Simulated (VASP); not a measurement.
Given:

```xyz
2
Lattice="1.1303 -1.9577 0.0000 1.1303 1.9577 0.0000 0.0000 0.0000 3.5403" Properties=species:S:1:pos:R:3 pbc="T T T"
Be     1.1303     0.6526     0.8851
Be     1.1303    -0.6526     2.6552
```

All values below come from vdW-DF2, VASP's PBE PAW potentials (set 64) (plane waves; VASP 6.6.1). Settings: 520 eV cut-off, 17×17×9 Γ-centred mesh, first-order Methfessel-Paxton smearing of 0.10 eV, potentials Be.

Question: What does the run give for the energy per atom (σ→0), band gap (on the k-mesh) with the smallest direct gap where there is one?

Answer: 
The band gap (on the k-mesh) is none (metal, semimetal or under 0.01 eV) and the energy per atom (σ→0) comes out as -2.888 eV/atom.

Only differences to runs with the same potentials and settings are physical.

The compound is Be in the hcp structure. It was relaxed first. The start is the result of an earlier pass.
